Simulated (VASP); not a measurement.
Computed with PBEsol GGA, VASP's PBE PAW potentials (set 64) (plane waves; VASP).

VASP ran on this input.

**INCAR**
```
SYSTEM = GaAs
PREC = Accurate
ENCUT = 480
EDIFF = 1E-7
NELM = 100
ALGO = Normal
LREAL = .FALSE.
LASPH = .TRUE.
ISMEAR = 0
SIGMA = 0.05
GGA = PS
LMAXMIX = 4
LWAVE = .FALSE.
LCHARG = .FALSE.
ISIF = 2
```

KPOINTS:
```
K-points
0
G
  8 8 8
0 0 0
```

File POSCAR:
```
GaAs
1
    0.0000000000     2.9416252962     2.9416252962
    2.9416252962     0.0000000000     2.9416252962
    2.9416252962     2.9416252962     0.0000000000
Ga As
1 1
Direct
  0.0000000000   0.0000000000   0.0000000000
  0.2500000000   0.2500000000   0.2500000000
```

POTCAR, in this order: Ga_d As (PBE.64 set). Program: vasp_std.

**Question.** Estimate the energy per atom (σ→0), pressure, band gap (on the k-mesh).

**Answer.** 
The energy per atom (σ→0) is -4.486 eV/atom and the band gap (on the k-mesh) is none (metal, semimetal or under 0.01 eV). The pressure comes out as -60.4 kbar.

**OSZICAR**
```
...
DAV:   6    -0.899707388170E+01    0.14430E+00   -0.26934E-01  1186   0.983E+00    0.151E+00
DAV:   7    -0.897416531110E+01    0.22909E-01   -0.52874E-02  1026   0.197E+00    0.516E-01
DAV:   8    -0.897244444603E+01    0.17209E-02   -0.82044E-03   884   0.121E+00    0.735E-02
DAV:   9    -0.897265238307E+01   -0.20794E-03   -0.73018E-04   989   0.401E-01    0.479E-02
DAV:  10    -0.897268453661E+01   -0.32154E-04   -0.46145E-05   874   0.635E-02    0.252E-02
DAV:  11    -0.897271068991E+01   -0.26153E-04   -0.35193E-05   839   0.594E-02    0.312E-03
DAV:  12    -0.897271078241E+01   -0.92498E-07   -0.87024E-07   854   0.122E-02
   1 F= -.89727108E+01 E0= -.89726355E+01  d E =-.150647E-03
```

The compound is GaAs in the zinc blende structure. This cell was strained or had an atom moved on purpose.
